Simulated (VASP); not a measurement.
These are PBE GGA, VASP's PBE PAW potentials (set 64) (plane waves; VASP) values and carry that method's errors.

VASP ran on this input.

### POSCAR
```
KBr
1.0
  0.0000000000   3.3506392248   3.3506392248
  3.3506392248   0.0000000000   3.3506392248
  3.3506392248   3.3506392248   0.0000000000
K Br
1 1
Cartesian
  0.0000000000   0.0000000000   0.0000000000
  3.3506392248   3.3506392248   3.3506392248
```

**INCAR**
```
ALGO=Normal
EDIFF=1E-7
ENCUT=400
GGA=PE
ICHARG=11
ISMEAR=0
LASPH=.TRUE.
LCHARG=.FALSE.
LMAXMIX=4
LORBIT=11
LREAL=.FALSE.
LWAVE=.FALSE.
NELM=100
PREC=Accurate
SIGMA=0.05
SYSTEM=KBr
```

**KPOINTS**
```
k-points along high-symmetry lines
15
Line-mode
Reciprocal
  0.000000   0.000000   0.000000 ! GAMMA
  0.500000   0.000000   0.500000 ! X

  0.500000   0.000000   0.500000 ! X
  0.625000   0.250000   0.625000 ! U

  0.375000   0.375000   0.750000 ! K
  0.000000   0.000000   0.000000 ! GAMMA

  0.000000   0.000000   0.000000 ! GAMMA
  0.500000   0.500000   0.500000 ! L

  0.500000   0.500000   0.500000 ! L
  0.500000   0.250000   0.750000 ! W

  0.500000   0.250000   0.750000 ! W
  0.500000   0.000000   0.500000 ! X
```

POTCAR, in this order: K_sv Br (PBE.64 set). Program: vasp_std. Read from the step before: CHGCAR.

Output

**OSZICAR**
```
       N       E                     dE             d eps       ncg     rms          rms(c)
DAV:   1     0.853438952129E+02    0.85344E+02   -0.60610E+03  2168   0.945E+02
DAV:   2    -0.942062392253E-01   -0.85438E+02   -0.79612E+02  2604   0.238E+02
DAV:   3    -0.564109360254E+01   -0.55469E+01   -0.55166E+01  2788   0.556E+01
DAV:   4    -0.587420118311E+01   -0.23311E+00   -0.23287E+00  3764   0.102E+01
DAV:   5    -0.587579814277E+01   -0.15970E-02   -0.15969E-02  2768   0.867E-01
DAV:   6    -0.587584138936E+01   -0.43247E-04   -0.43246E-04  3208   0.963E-02
DAV:   7    -0.587584180249E+01   -0.41313E-06   -0.41313E-06  3028   0.121E-02
DAV:   8    -0.587584180692E+01   -0.44347E-08   -0.44420E-08  2180   0.132E-03
   1 F= -.58758418E+01 E0= -.58758418E+01  d E =-.354384E-11
```

**OUTCAR**
```
 val. band max:       -1.9151314187   @ k =   0.0000   0.0000   0.0000

 cond. band min:       2.3987922420   @ k =   0.0000   0.0000   0.0000



 k-point     1 :       0.0000    0.0000    0.0000
  band No.  band energies     occupation
      1     -29.7969      2.00000
      2     -14.1550      2.00000
      3     -13.2701      2.00000
      4     -13.2701      2.00000
      5     -13.2701      2.00000
      6      -1.9151      2.00000
      7      -1.9151      2.00000
      8      -1.9151      2.00000
      9       2.3988      0.00000
     10       5.6755      0.00000
     11       5.6755      0.00000
     12       5.6755      0.00000

 k-point     2 :       0.0357    0.0000    0.0357
  band No.  band energies     occupation
      1     -29.7969      2.00000
      2     -14.1584      2.00000
      3     -13.2704      2.00000
      4     -13.2704      2.00000
      5     -13.2651      2.00000
      6      -1.9420      2.00000
      7      -1.9194      2.00000
      8      -1.9194      2.00000
      9       2.4423      0.00000
     10       5.6382      0.00000
     11       5.7063      0.00000
     12       5.7063      0.00000

 k-point     3 :       0.0714    0.0000    0.0714
  band No.  band energies     occupation
      1     -29.7966      2.00000
      2     -14.1677      2.00000
      3     -13.2715      2.00000
      4     -13.2715      2.00000
      5     -13.2514      2.00000
      6      -2.0166      2.00000
      7      -1.9319      2.00000
      8      -1.9319      2.00000
      9       2.5666      0.00000
     10       5.5340      0.00000
     11       5.7982      0.00000
     12       5.7982      0.00000

 k-point     4 :       0.1071    0.0000    0.1071
  band No.  band energies     occupation
      1     -29.7963      2.00000
      2     -14.1802      2.00000
      3     -13.2732      2.00000
      4     -13.2732      2.00000
      5     -13.2325      2.00000
      6      -2.1243      2.00000
      7      -1.9516      2.00000
...
```

The density is held fixed in this step, so its total energy and stress have no physical meaning.

The compound is KBr in the rock salt structure. It was relaxed first.
